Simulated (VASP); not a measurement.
```yaml
crystal:
  lattice:
    - [4.87305, 0.00000, 0.00000]
    - [0.00000, 3.65555, 0.00000]
    - [0.00000, 0.00000, 6.92295]
  atoms:
    - { symbol: Si, position: [0.29080, 0.25000, 0.61334] }
    - { symbol: Si, position: [0.70920, 0.75000, 0.38666] }
    - { symbol: Si, position: [0.20920, 0.75000, 0.11334] }
    - { symbol: Si, position: [0.79080, 0.25000, 0.88666] }
    - { symbol: Ni, position: [0.45788, 0.25000, 0.29275] }
    - { symbol: Ni, position: [0.54212, 0.75000, 0.70725] }
    - { symbol: Ni, position: [0.04212, 0.75000, 0.79275] }
    - { symbol: Ni, position: [0.95788, 0.25000, 0.20725] }
    - { symbol: Ni, position: [0.32885, 0.25000, 0.93955] }
    - { symbol: Ni, position: [0.67115, 0.75000, 0.06045] }
    - { symbol: Ni, position: [0.17115, 0.75000, 0.43955] }
    - { symbol: Ni, position: [0.82885, 0.25000, 0.56045] }
```

Method: PBE GGA, VASP's PBE PAW potentials (set 64) (plane waves; VASP). Numerical set-up: 300 eV cut-off, 6×7×4 Γ-centred mesh, first-order Methfessel-Paxton smearing of 0.050 eV, potentials Si Ni.

At this cut-off the stress carries a Pulay error, which pulls relaxed volumes low.

Estimate the energy per atom (σ→0), pressure, largest force, band gap (on the k-mesh) with the smallest direct gap where there is one.

```yaml
band gap (on the k-mesh): none (metal, semimetal or under 0.01 eV)
energy per atom (σ→0): -5.973 eV/atom
pressure: 17.95 GPa
largest_force: 0.091 eV/Å
```

Only differences to runs with the same potentials and settings are physical.

The structure comes from a computed database's SiNi2 entry; how it stands against other phases isn't given here. The cell was not relaxed at this level. The run is not spin-polarised, so no magnetic state was tried.
